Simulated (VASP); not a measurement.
# OsI (Cmmm) in VASP: band structure with PBE+ULG

Aim: the band structure of OsI with PBE+ULG.

Program: VASP 6.6.1. These are calculated values, not measurements. Logs are shortened: lines on timing, memory, paths and dates and some standing lists are left out, and cuts for length are marked.

### 1 Starting point

It takes space group Cmmm (No. 65, orthorhombic). The conventional cell has a = 3.906 Å, b = 5.582 Å, c = 5.470 Å, α = 90.00°, β = 90.00°, γ = 90.00°. Os (site symmetry mmm) is surrounded by 4 I at 3.36 Å and 4 Os at 3.41 Å. I (site symmetry mmm) has 4 Os at 3.36 Å and 4 I at 3.41 Å as nearest neighbours.

The cell was built by a generator and needn't be a form met in nature.

### 2 Band structure, PBE+ULG

OsI.cif reads:

```cif
data_OsI
_cell_length_a 3.90583294
_cell_length_b 5.58248868
_cell_length_c 5.47038967
_cell_angle_alpha 90.00000000
_cell_angle_beta 90.00000000
_cell_angle_gamma 90.00000000
_space_group_name_H-M_alt 'Cmmm'
_space_group_name_Hall '-C 2 2'
_space_group_IT_number 65
loop_
_space_group_symop_operation_xyz
'x,y,z'
'-x,-y,-z'
'-x,-y,z'
'x,y,-z'
'x,-y,-z'
'-x,y,z'
'-x,y,-z'
'x,-y,z'
'x+1/2,y+1/2,z'
'-x+1/2,-y+1/2,-z'
'-x+1/2,-y+1/2,z'
'x+1/2,y+1/2,-z'
'x+1/2,-y+1/2,-z'
'-x+1/2,y+1/2,z'
'-x+1/2,y+1/2,-z'
'x+1/2,-y+1/2,z'
loop_
_atom_site_label
_atom_site_type_symbol
_atom_site_symmetry_multiplicity
_atom_site_Wyckoff_symbol
_atom_site_fract_x
_atom_site_fract_y
_atom_site_fract_z
_atom_site_occupancy
Os1 Os 2 c 0.5000000000 0.0000000000 0.5000000000 1
I1 I 2 a 0.0000000000 0.0000000000 0.0000000000 1
```

POSCAR reads:

```
Os I 
 1.0000000000000000
     3.9058329399999998    0.0000000000000000    0.0000000000000000
     0.0000000000000000    5.5824886800000000    0.0000000000000000
     0.0000000000000000    0.0000000000000000    5.4703896700000003
 Os  I  
   2   2
Cartesian
  1.9529164699999999  0.0000000000000000  2.7351948350000002
  0.0000000000000000  2.7912443400000000  2.7351948350000002
  0.0000000000000000  0.0000000000000000  0.0000000000000000
  1.9529164699999999  2.7912443400000000  0.0000000000000000
```

INCAR.step1 reads:

```
SYSTEM = OsI
PREC = Accurate
ENCUT = 520
EDIFF = 1E-6
ISMEAR = 0
SIGMA = 0.05
LREAL = .False.
LASPH = .True.
NELM = 100
ALGO = Normal
ISIF = 2
LWAVE = .False.
LCHARG = .True.
LMAXMIX = 4
GGA = PE
IVDW = 3
NBANDS = 29
```

KPOINTS.step1 reads:

```
Automatic mesh
0
Monkhorst
  7 5 5
  0 0 0
```

INCAR.step2 reads:

```
SYSTEM = OsI
PREC = Accurate
ENCUT = 520
EDIFF = 1E-6
ISMEAR = 0
SIGMA = 0.05
LREAL = .False.
LASPH = .True.
NELM = 100
ALGO = Normal
ISIF = 2
LWAVE = .False.
LCHARG = .False.
LMAXMIX = 4
GGA = PE
IVDW = 3
NBANDS = 29
ICHARG = 11
```

KPOINTS.step2 reads:

```
path GXSYGZURTZ,YT,UX,SR
20
line-mode
reciprocal
 0.0000000000  0.0000000000  0.0000000000  G
-0.5000000000  0.0000000000  0.0000000000  X

-0.5000000000  0.0000000000  0.0000000000  X
-0.5000000000  0.0000000000 -0.5000000000  S

-0.5000000000  0.0000000000 -0.5000000000  S
 0.0000000000  0.0000000000 -0.5000000000  Y

 0.0000000000  0.0000000000 -0.5000000000  Y
 0.0000000000  0.0000000000  0.0000000000  G

 0.0000000000  0.0000000000  0.0000000000  G
 0.0000000000 -0.5000000000  0.0000000000  Z

 0.0000000000 -0.5000000000  0.0000000000  Z
-0.5000000000 -0.5000000000  0.0000000000  U

-0.5000000000 -0.5000000000  0.0000000000  U
-0.5000000000 -0.5000000000 -0.5000000000  R

-0.5000000000 -0.5000000000 -0.5000000000  R
 0.0000000000 -0.5000000000 -0.5000000000  T

 0.0000000000 -0.5000000000 -0.5000000000  T
 0.0000000000 -0.5000000000  0.0000000000  Z

 0.0000000000  0.0000000000 -0.5000000000  Y
 0.0000000000 -0.5000000000 -0.5000000000  T

-0.5000000000 -0.5000000000  0.0000000000  U
-0.5000000000  0.0000000000  0.0000000000  X

-0.5000000000  0.0000000000 -0.5000000000  S
-0.5000000000 -0.5000000000 -0.5000000000  R
```

Potentials or basis: VASP PAW PBE potentials, release 64 (Os_pv, I).

Started as:

```console
ase convert -i cif -o vasp OsI.cif POSCAR
cat potpaw_PBE.64/Os_pv/POTCAR potpaw_PBE.64/I/POTCAR > POTCAR
cp INCAR.step1 INCAR
cp KPOINTS.step1 KPOINTS
mpirun -np 1 vasp_std > vasp.out
cp INCAR.step2 INCAR
cp KPOINTS.step2 KPOINTS
mpirun -np 1 vasp_std > vasp.out
```

OUTCAR:

```text
SYSTEM = OsI
   PREC = Accurate
   ENCUT = 520
   EDIFF = 1E-6
   ISMEAR = 0
   LREAL = .False.
   LASPH = .True.
   NELM = 100
   ISIF = 2
   GGA = PE
   IVDW = 3
   ICHARG = 11
  IVDW =   3

 ion  position               nearest neighbor table
   1  0.500  0.000  0.500-   3 3.36   3 3.36   3 3.36   3 3.36
   2  0.000  0.500  0.500-   4 3.36   4 3.36   4 3.36   4 3.36
   3  0.000  0.000  0.000-   1 3.36   1 3.36   1 3.36   1 3.36   4 3.41   4 3.41   4 3.41   4 3.41

   4  0.500  0.500  0.000-   2 3.36   2 3.36   2 3.36   2 3.36   3 3.41   3 3.41   3 3.41   3 3.41

  LATTYP: Found a simple orthorhombic cell.
 ALAT       =     3.9058329400
 B/A-ratio  =     1.4005692906
 C/A-ratio  =     1.4292697014

  Lattice vectors:

 A1 = (  -3.9058329400,   0.0000000000,   0.0000000000)
 A2 = (   0.0000000000,   0.0000000000,   5.4703896700)
 A3 = (   0.0000000000,   5.5824886800,   0.0000000000)

Analysis of symmetry for initial positions (statically):
=====================================================================
 Subroutine PRICEL returns following result:

  LATTYP: Found a base centered orthorhombic cell.
 ALAT       =     3.9058329400
 B/A-ratio  =     1.4292697014
 C/A-ratio  =     1.4005692906

  Lattice vectors:

 A1 = (   1.9529164700,  -2.7912443400,   0.0000000000)
 A2 = (   1.9529164700,   2.7912443400,   0.0000000000)
 A3 = (   0.0000000000,   0.0000000000,   5.4703896700)

   2 primitive cells build up your supercell.

 Routine SETGRP: Setting up the symmetry group for a
 simple orthorhombic supercell.

 Subroutine GETGRP returns: Found  8 space group operations
 (whereof  8 operations were pure point group operations)
 out of a pool of  8 trial point group operations.

The static configuration has the point symmetry D_2h.

Analysis of symmetry for dynamics (positions and initial velocities):
=====================================================================
 Subroutine PRICEL returns following result:

  LATTYP: Found a base centered orthorhombic cell.
 ALAT       =     3.9058329400
 B/A-ratio  =     1.4292697014
 C/A-ratio  =     1.4005692906

  Lattice vectors:

 A1 = (   1.9529164700,  -2.7912443400,   0.0000000000)
 A2 = (   1.9529164700,   2.7912443400,   0.0000000000)
 A3 = (   0.0000000000,   0.0000000000,   5.4703896700)

   2 primitive cells build up your supercell.

 Routine SETGRP: Setting up the symmetry group for a
 simple orthorhombic supercell.

 Subroutine GETGRP returns: Found  8 space group operations
 (whereof  8 operations were pure point group operations)
 out of a pool of  8 trial point group operations.

The dynamic configuration has the point symmetry D_2h.

 Subroutine INISYM returns: Found  8 space group operations
 (whereof  8 operations are pure point group operations),
 and found     2 'primitive' translations

----------------------------------------------------------------------------------------

                                     Primitive cell

  volume of cell :      59.6389

  direct lattice vectors                    reciprocal lattice vectors
     1.952916470 -2.791244340  0.000000000     0.256027335 -0.179131577  0.000000000
     1.952916470  2.791244340  0.000000000     0.256027335  0.179131577  0.000000000
     0.000000000  0.000000000  5.470389670     0.000000000  0.000000000  0.182802334

  length of vectors
     3.406600608  3.406600608  5.470389670     0.312470988  0.312470988  0.182802334

  position of ions in fractional coordinates (direct lattice)
     0.500000000  0.500000000  0.500000000
     0.000000000  0.000000000  0.000000000

  ion indices of the primitive-cell ions
   primitive index   ion index
                 1           1
                 2           3

----------------------------------------------------------------------------------------

 KPOINTS: path GXSYGZURTZ,YT,UX,SR

Interpolating k-points between supplied coordinates.

 Line segments in fractional coordinates (reciprocal lattice):
    0.000000  0.000000  0.000000  ... -0.500000  0.000000  0.000000
   -0.500000  0.000000  0.000000  ... -0.500000  0.000000 -0.500000
   -0.500000  0.000000 -0.500000  ...  0.000000  0.000000 -0.500000
    0.000000  0.000000 -0.500000  ...  0.000000  0.000000  0.000000
    0.000000  0.000000  0.000000  ...  0.000000 -0.500000  0.000000
    0.000000 -0.500000  0.000000  ... -0.500000 -0.500000  0.000000
   -0.500000 -0.500000  0.000000  ... -0.500000 -0.500000 -0.500000
   -0.500000 -0.500000 -0.500000  ...  0.000000 -0.500000 -0.500000
    0.000000 -0.500000 -0.500000  ...  0.000000 -0.500000  0.000000
    0.000000  0.000000 -0.500000  ...  0.000000 -0.500000 -0.500000
   -0.500000 -0.500000  0.000000  ... -0.500000  0.000000  0.000000
   -0.500000  0.000000 -0.500000  ... -0.500000 -0.500000 -0.500000

 Generated    20 points on each line segment, for a total of    240 k-points:

 Following reciprocal coordinates:
            Coordinates               Weight
  0.000000  0.000000  0.000000      0.004167
 -0.026316  0.000000  0.000000      0.004167
 -0.052632  0.000000  0.000000      0.004167
 -0.078947  0.000000  0.000000      0.004167
 -0.105263  0.000000  0.000000      0.004167
 -0.131579  0.000000  0.000000      0.004167
[... 16 lines left out ...]
 -0.500000  0.000000 -0.052632      0.004167
 -0.500000  0.000000 -0.078947      0.004167
 [... further k-points ...]
   k-points           NKPTS =    240   k-points in BZ     NKDIM =    240   number of bands    NBANDS=     29
   number of dos      NEDOS =    301   number of ions     NIONS =      4
   total plane-waves  NPLWV =  52920
   dimension x,y,z NGX =    30 NGY =   42 NGZ =   42
   dimension x,y,z NGXF=    60 NGYF=   84 NGZF=   84
   ions per type =               2   2
   NGX,Y,Z   is equivalent  to a cutoff of  12.77, 12.51, 12.76 a.u.
   NGXF,Y,Z  is equivalent  to a cutoff of  25.54, 25.02, 25.53 a.u.
 SYSTEM =  OsI
   PREC   = accura    normal or accurate (medium, high low for compatibility)
   ISTART =      0    job   : 0-new  1-cont  2-samecut
   ICHARG =     11    charge: 1-file 2-atom 10-const
   ISPIN  =      1    spin polarized calculation?
   LNONCOLLINEAR =      F non collinear calculations
   LSORBIT =      F    spin-orbit coupling
   LASPH  =      T    aspherical Exc in radial PAW
   ENCUT  =  520.0 eV  38.22 Ry    6.18 a.u.   7.26 10.38 10.17*2*pi/ulx,y,z
   NELM   =    100;   NELMIN=  2; NELMDL=  0     # of ELM steps
   EDIFF  = 0.1E-05   stopping-criterion for ELM
   LREAL  =      F    real-space projection
   EDIFFG = 0.1E-04   stopping-criterion for IOM
   NSW    =      0    number of steps for IOM
   IBRION =     -1    ionic relax: 0-MD 1-quasi-New 2-CG
   NFREE  =      0    steps in history (QN), initial steepest desc. (CG)
   ISIF   =      2    stress and relaxation
   ISYM   =      2    0-nonsym 1-usesym 2-fastsym
   POTIM  = 0.5000    time-step for ionic-motion
   TEBEG  =    0.0;   TEEND  =   0.0 temperature during run
   PSTRESS=    0.0 pullay stress
   NELECT =      42.0000    total number of electrons
   NUPDOWN=      -1.0000    fix difference up-down
   EMIN   =  10.00;   EMAX   =-10.00  energy-range for DOS
   EFERMI =   0.00;   METHOD = LEGACY
   ISMEAR =     0;   SIGMA  =   0.05  broadening in eV -4-tet -1-fermi 0-gaus
   EFERMI_NEDOS =   21; number of points for ismear=-14 and -15
   IALGO  =     38    algorithm
   IMIX   =      4    mixing-type and parameters
     AMIX     =   0.40;   BMIX     =  1.00
     AMIX_MAG =   1.60;   BMIX_MAG =  1.00
  volume/ion in A,a.u.               =      29.82       201.23
  Fermi-wavevector in a.u.,A,eV,Ry     =   1.156036  2.184591 18.183086  1.336419
  Thomas-Fermi vector in A             =   2.292660
   LORBIT       =      0    0 simple, 1 ext, 2 COOP (PROOUT), +10 PAW based schemes
   GGA     = PE    functional components
   LHFCALC =     F    Hartree Fock is set to
   AEXX    =    0.0000 exact exchange contribution
   IVDW    =     3    specifies the selected vdW correction
   LEPSILON=     F    determine dielectric tensor
   LRPA    =     F    only Hartree local field effects (RPA)
 non-spin polarized calculation
 Gauss-broadening in eV      SIGMA  =   0.05
  energy-cutoff  :      520.00
  volume of cell :      119.28
 maximum number of plane-waves:      3244
 NGX is ok and might be reduce to    30

 number of electron      42.0000011 magnetization

 Free energy of the ion-electron system (eV)
  ---------------------------------------------------
  ext. energy  EPLUGINS =         0.00000000
  ---------------------------------------------------
  free energy    TOTEN  =       -13.93645422 eV

  energy without entropy =      -13.92297530  energy(sigma->0) =      -13.92971476

 E-fermi :   4.2604     XC(G=0): -10.0162

 val. band max:        4.2589694385   @ k =  -0.2632   0.0000  -0.5000
 cond. band min:       4.2605605095   @ k =  -0.5000  -0.5000  -0.2895
 fundamental gap:      0.0015910710
 Fermi energy:         4.2603522191

 k-point     1 :       0.0000    0.0000    0.0000
  band No.  band energies     occupation
      1     -40.6668      2.00000
      2     -40.6447      2.00000
      3     -40.5744      2.00000
      4     -40.5223      2.00000
      5     -40.5179      2.00000
      6     -40.5114      2.00000
[... 21 lines left out ...]
     28      10.4902      0.00000
     29      11.3933      0.00000

 k-point     2 :      -0.0263    0.0000    0.0000
  band No.  band energies     occupation
      1     -40.6668      2.00000
      2     -40.6448      2.00000
      3     -40.5743      2.00000
      4     -40.5224      2.00000
      5     -40.5179      2.00000
      6     -40.5114      2.00000
[... 21 lines left out ...]
     28      10.5066      0.00000
     29      11.3951      0.00000

 k-point     3 :      -0.0526    0.0000    0.0000
  band No.  band energies     occupation
      1     -40.6668      2.00000
      2     -40.6450      2.00000
      3     -40.5740      2.00000
      4     -40.5227      2.00000
      5     -40.5178      2.00000
      6     -40.5114      2.00000
[... 638 lines left out ...]
      5     -40.5141      2.00000
      6     -40.5141      2.00000
[... 21 lines left out ...]
     28       8.7181      0.00000
     29      10.1106      0.00000

 k-point    24 :      -0.5000    0.0000   -0.0789
  band No.  band energies     occupation
      1     -40.6623      2.00000
      2     -40.6623      2.00000
      3     -40.5479      2.00000
      4     -40.5479      2.00000
      5     -40.5141      2.00000
      6     -40.5141      2.00000
[... 21 lines left out ...]
     28       8.7450      0.00000
     29      10.2364      0.00000

 [... further k-points ...]

------------------------ aborting loop because EDIFF is reached ----------------------------------------

  ULGs method for vdW energy calculation

  Number of pair interactions contributing to vdW energy:   43856

  Edisp (eV):   -0.31614

  FORCE on cell =-STRESS in cart. coord.  units (eV):
  Direction    XX          YY          ZZ          XY          YZ          ZX
  --------------------------------------------------------------------------------------
  -------------------------------------------------------------------------------------
  Total      -9.19291    -9.74731   -15.01662     0.00000     0.00000    -0.00000
  in kB    -123.48205  -130.92891  -201.70799     0.00000     0.00000    -0.00000
  external pressure =     -152.04 kB  Pullay stress =        0.00 kB

 VOLUME and BASIS-vectors are now :
 -----------------------------------------------------------------------------
  energy-cutoff  :      520.00
  volume of cell :      119.28
      direct lattice vectors                 reciprocal lattice vectors
     3.905832940  0.000000000  0.000000000     0.256027335  0.000000000  0.000000000
     0.000000000  5.582488680  0.000000000     0.000000000  0.179131577  0.000000000
     0.000000000  0.000000000  5.470389670     0.000000000  0.000000000  0.182802334

 POSITION                                       TOTAL-FORCE (eV/Angst)
 -----------------------------------------------------------------------------------
      1.95292      0.00000      2.73519        -0.000000     -0.000000     -0.000000
      0.00000      2.79124      2.73519         0.000000      0.000000      0.000000
      0.00000      0.00000      0.00000        -0.000000     -0.000000      0.000000
      1.95292      2.79124      0.00000        -0.000000     -0.000000      0.000000
 -----------------------------------------------------------------------------------
    total drift:                                0.000000      0.000000     -0.000000

  FREE ENERGIE OF THE ION-ELECTRON SYSTEM (eV)
  ---------------------------------------------------
  free  energy   TOTEN  =       -14.2525921102 eV

  energy  without entropy=      -14.2391131972  energy(sigma->0) =      -14.24585265
```

It took 5 min on 1 thread of Intel Xeon 6975P-C (Granite Rapids), shared host; peak memory 0.73 GiB.

Results:

- Band gap along the path: none (metal or under the smearing width)
- Dispersion energy per atom: -0.079 eV

Levels at the corners of the path, in eV from the Fermi level:
| point | band 19 | band 20 | band 21 | band 22 | band 23 | band 24 |
| --- | --- | --- | --- | --- | --- | --- |
| Γ | -0.47 | -0.33 | -0.26 | -0.15 | 0.22 | 0.68 |
| X | -0.56 | -0.56 | 0.22 | 0.22 | 1.03 | 1.03 |
| X | -0.56 | -0.56 | 0.22 | 0.22 | 1.03 | 1.03 |
| S | -0.69 | -0.69 | -0.04 | -0.04 | -0.03 | -0.03 |
| S | -0.69 | -0.69 | -0.04 | -0.04 | -0.03 | -0.03 |
| Y | 0.16 | 0.18 | 0.74 | 0.90 | 0.92 | 1.06 |
| Y | 0.16 | 0.18 | 0.74 | 0.90 | 0.92 | 1.06 |
| Γ | -0.47 | -0.33 | -0.26 | -0.15 | 0.22 | 0.68 |
| Γ | -0.47 | -0.33 | -0.26 | -0.15 | 0.22 | 0.68 |
| Z | -0.54 | -0.54 | -0.34 | -0.34 | -0.17 | -0.17 |
| Z | -0.54 | -0.54 | -0.34 | -0.34 | -0.17 | -0.17 |
| U | 0.15 | 0.15 | 0.97 | 0.97 | 1.08 | 1.08 |
| U | 0.15 | 0.15 | 0.97 | 0.97 | 1.08 | 1.08 |
| R | -0.26 | -0.26 | -0.09 | -0.09 | 0.21 | 0.21 |
| R | -0.26 | -0.26 | -0.09 | -0.09 | 0.21 | 0.21 |
| T | -0.44 | -0.44 | -0.27 | -0.27 | 0.51 | 0.51 |
| T | -0.44 | -0.44 | -0.27 | -0.27 | 0.51 | 0.51 |
| Z | -0.54 | -0.54 | -0.34 | -0.34 | -0.17 | -0.17 |
| Y | 0.16 | 0.18 | 0.74 | 0.90 | 0.92 | 1.06 |
| T | -0.44 | -0.44 | -0.27 | -0.27 | 0.51 | 0.51 |
| U | 0.15 | 0.15 | 0.97 | 0.97 | 1.08 | 1.08 |
| X | -0.56 | -0.56 | 0.22 | 0.22 | 1.03 | 1.03 |
| S | -0.69 | -0.69 | -0.04 | -0.04 | -0.03 | -0.03 |
| R | -0.26 | -0.26 | -0.09 | -0.09 | 0.21 | 0.21 |

Caveat: the log is that of the step along the path at fixed density, whose energy, stress, charges and moments have no meaning; atom-pairwise D2, TS and ULG terms overbind metals; spin-orbit coupling is left out, which moves the levels of the heavy elements; pairwise dispersion overbinds metals, which lowers pressure and volume.
